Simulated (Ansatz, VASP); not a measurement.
# One calculation of AlSn, two programs

File INCAR:

```
SYSTEM = AlSn
ALGO     = Normal         ! electronic algorithm
EDIFF    = 1E-7           ! SCF threshold, eV
ENCUT    = 520            ! plane-wave cutoff, eV
GGA      = PS             ! functional
ISIF     = 2              ! what is computed and relaxed
ISMEAR   = -1             ! smearing method
LASPH    = .True.         ! aspherical terms in the spheres
LCHARG   = .False.        ! write CHGCAR
LREAL    = .False.        ! projectors in reciprocal space
LWAVE    = .False.        ! write WAVECAR
NBANDS   = 16             ! bands
NELM     = 80             ! most SCF steps
PREC     = Accurate       ! precision mode
SIGMA    = 0.05           ! smearing width, eV
```

File KPOINTS:

```
k-points
0
Gamma
  7 7 8
  0 0 0
```

Contents of POSCAR:

```
AlSn
1.0
    4.2533501828      0.0000000000      0.0000000000
   -2.1266750913      3.6835093094      0.0000000000
    0.0000000000      0.0000000000      3.3503631350
Sn Al
1 1
Direct
    0.3333333333      0.6666666667      0.5000000000
    0.0000000000      0.0000000000      0.0000000000
```

input.yaml

```yaml
crystal:
  lattice:
    - [4.2533501828, 0.0, 0.0]
    - [-2.1266750913, 3.6835093094, 0.0]
    - [0.0, 0.0, 3.350363135]
  atoms:
    - { symbol: Sn, position: [0.3333333333, 0.6666666667, 0.5] }
    - { symbol: Al, position: [0.0, 0.0, 0.0] }
hamiltonian:
  xc: pbesol
  pseudopotentials: { kind: paw }
kpoints:
  mp_grid: { grid: [7, 7, 8] }
scf:
  occupations: { method: fermi_dirac, width: 0.05 }
output:
  forces: true
  stress: true
  eigenvalues: true
```

Change from the starting cell: volume scaled by 1.04.

Alike in both runs: task single point; functional PBEsol; k mesh 7 × 7 × 8; occupations fermi-dirac, width 0.05 eV; no spin polarisation.

|  | VASP | Ansatz |
| --- | --- | --- |
| version | VASP 6.6.1 | Ansatz 0.2.0 |
| potentials or method | VASP PAW PBE potentials, release 64 (Sn_d, Al) | Ansatz PAW |
| plane-wave cutoff (eV) | 520 | 420 |
| valence electrons in the cell | 17 | 17 |

```tsv
	VASP	Ansatz	Ansatz less VASP
gap on the k mesh at the Fermi level (eV)	none	none	-
pressure (GPa)	-3.5	-3.5	+0.03
largest component of the traceless stress (GPa)	0.23	0.23	0.000
```

A gap of «none» marks a metal or a gap that the smearing closes. With one functional, cell and mesh, what is left measures potentials, basis and numerics.

Caveats: the PAW data sets were made with another functional, which shifts forces and pressure a little (VASP); the PAW data sets come from PBE, with cores solved anew for the run's functional, which leaves a small shift of forces and pressure (Ansatz).
